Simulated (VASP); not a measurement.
VASP runs on V (bcc) share one base input (PBE GGA, plane waves, VASP's PBE PAW potentials (set 64)) and change the settings named in each case.

**KPOINTS**
```
kpoints
0
G
 15 15 15
0 0 0
```

File POSCAR:
```
V
1
   -1.5150000000     1.5150000000     1.5150000000
    1.5150000000    -1.5150000000     1.5150000000
    1.5150000000     1.5150000000    -1.5150000000
V
1
Direct
  0.0000000000   0.0000000000   0.0000000000
```

**INCAR**
```
EDIFF = 1E-6   ! SCF stop (eV)
LMAXMIX = 4   ! l cut-off of mixed one-centre charges
SYSTEM = V
SIGMA = 0.1   ! width (eV)
LREAL = F   ! projection in real space or not
LCHARG = F
ALGO = Normal   ! blocked Davidson
LWAVE = F
ISMEAR = 1   ! Methfessel-Paxton
GGA = PE   ! PBE
ENCUT = 400   ! plane-wave cut-off (eV)
ISIF = 2   ! forces and stress, cell fixed
PREC = Accurate
LASPH = T
NELM = 100   ! most electronic steps
```

POTCAR, in this order: V_sv (PBE.64 set). Program: vasp_std.

```json
[
 {"change": "base run", "E(σ→0) (eV/atom)": "-8.9853", "pressure (GPa)": "-7.29", "−TS (eV)": "0.0008"},
 {"change": "IVDW = 13", "E(σ→0) (eV/atom)": "-9.3027", "pressure (GPa)": "-10.86", "−TS (eV)": "0.0008"},
 {"change": "GGA removed, LMIXTAU = .TRUE., METAGGA = SCAN", "E(σ→0) (eV/atom)": "-17.4617", "pressure (GPa)": "-11.62", "−TS (eV)": "-0.0004"},
 {"change": "GGA = 91", "E(σ→0) (eV/atom)": "-8.9518", "pressure (GPa)": "-7.55", "−TS (eV)": "0.0012"},
 {"change": "GGA removed, LMIXTAU = .TRUE., METAGGA = R2SCAN", "E(σ→0) (eV/atom)": "-14.1212", "pressure (GPa)": "-9.13", "−TS (eV)": "-0.0004"},
 {"change": "GGA = PS", "E(σ→0) (eV/atom)": "-9.6000", "pressure (GPa)": "-13.91", "−TS (eV)": "0.0008"},
 {"change": "GGA = RP", "E(σ→0) (eV/atom)": "-8.5060", "pressure (GPa)": "-3.27", "−TS (eV)": "0.0005"}
]
```
 Energies of different potentials or functionals have different zeros.

Left out are runs that ran out of time, are held back, or changed the cell or the kind of run, fixed moments of cells without a moment, rows past the twelfth, gaps on odd meshes, pressures of charged cells and columns that move by less than the noise.

The compound is V in the bcc structure. The cell was not relaxed at this level. The run is not spin-polarised, so no magnetic state was tried.
